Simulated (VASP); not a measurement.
CdSe, 4 atoms in the cell. Symmetry: P6_3mc, No. 186, hexagonal system. The conventional cell has a = 4.346 Å, b = 4.346 Å, c = 7.090 Å, α = 90.00°, β = 90.00°, γ = 120.00°. Around Cd (site symmetry 3m) lie 4 Se at 2.66 to 2.67 Å. Se (site symmetry 3m) has 4 Cd at 2.66 to 2.67 Å as nearest neighbours. The cell is a database's computed one.

| Quantity | Value |
| --- | --- |
| Program | VASP 6.6.1 |
| Task | electric field gradients |
| Functional | PBE |
| Potentials or basis | VASP PAW PBE potentials, release 64 (Cd, Se) |
| Cutoff | 520 eV |
| k mesh | 7 × 7 × 4 |
| Occupations | fermi-dirac, width 0.02 eV |
| Spin | no spin polarisation |
| Dipole correction | no |
| Further INCAR settings | ALGO = Normal; EDIFF = 1e-08; NBANDS = 26 |

Potentials or basis: VASP PAW PBE potentials, release 64 (Cd, Se).

Command:

```bash
$ cat potpaw_PBE.64/Cd/POTCAR potpaw_PBE.64/Se/POTCAR > POTCAR
$ mpirun -np 1 vasp_std > vasp.out
```

Hardware: 1 thread of AMD EPYC 9R45 (Zen 5), on a shared host.

Problem. Estimate the wall time of this run.

Solution. Wall time 46 s on 1 thread of AMD EPYC 9R45 (Zen 5), on a shared host, peak memory 0.22 GiB. Counts: scf iterations 17, k points 24.
